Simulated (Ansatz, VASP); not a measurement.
# Two plane-wave programs on NaCaF3

Contents of INCAR:

```
PREC = Accurate ; ENCUT = 520
EDIFF = 1E-6 ; ISMEAR = 0
SIGMA = 0.01 ; LREAL = False
LASPH = True ; NELM = 100
ALGO = Normal ; ISIF = 2
LWAVE = False ; LCHARG = True
GGA = PE ; LELF = True
LVHAR = True ; NBANDS = 27
```

KPOINTS

```
Automatic mesh
0
Gamma
  6 6 6
```

POSCAR

```
NaCaF3
1.0
    4.4301727690      0.0000000000      0.0000000000
    0.0000000000      4.4301727690      0.0000000000
    0.0000000000      0.0000000000      4.4301727690
Na Ca F
1 1 3
Direct
    0.0000000000      0.0000000000      0.0000000000
    0.5000000000      0.5000000000      0.5000000000
    0.5000000000      0.5000000000      0.0000000000
    0.5000000000      0.0000000000      0.5000000000
    0.0000000000      0.5000000000      0.5000000000
```

Input for Ansatz:

```yaml
crystal:
  lattice:
    - [4.430172769, 0.0, 0.0]
    - [0.0, 4.430172769, 0.0]
    - [0.0, 0.0, 4.430172769]
  atoms:
    - { symbol: Na, position: [0.0, 0.0, 0.0] }
    - { symbol: Ca, position: [0.5, 0.5, 0.5] }
    - { symbol: F, position: [0.5, 0.5, 0.0] }
    - { symbol: F, position: [0.5, 0.0, 0.5] }
    - { symbol: F, position: [0.0, 0.5, 0.5] }
kpoints:
  mp_grid: { grid: [6, 6, 6] }
hamiltonian:
  xc: pbe
scf:
  occupations: { method: fixed }
  n_extra_bands: 5
output:
  forces: true
  stress: true
  eigenvalues: true
```

Alike in both runs: task single point; functional PBE; k mesh 6 × 6 × 6; no spin polarisation.

```csv
,VASP,Ansatz
version,VASP 6.6.1,Ansatz 0.2.0
potentials or method,"VASP PAW PBE potentials, release 64 (Na_pv, Ca_sv, F)","plane waves, PAW"
plane-wave cutoff (eV),520,420
occupations,"gaussian, width 0.01 eV",fixed
valence electrons in the cell,38,40
```

```csv
,VASP,Ansatz,Ansatz less VASP
gap on the k mesh at the Fermi level (eV),4.99,5.00,+0.014
pressure (GPa),0.2,0.0,-0.16
```

The two sets of potentials don't hold the same shells in valence.

A k mesh can miss the band edges.
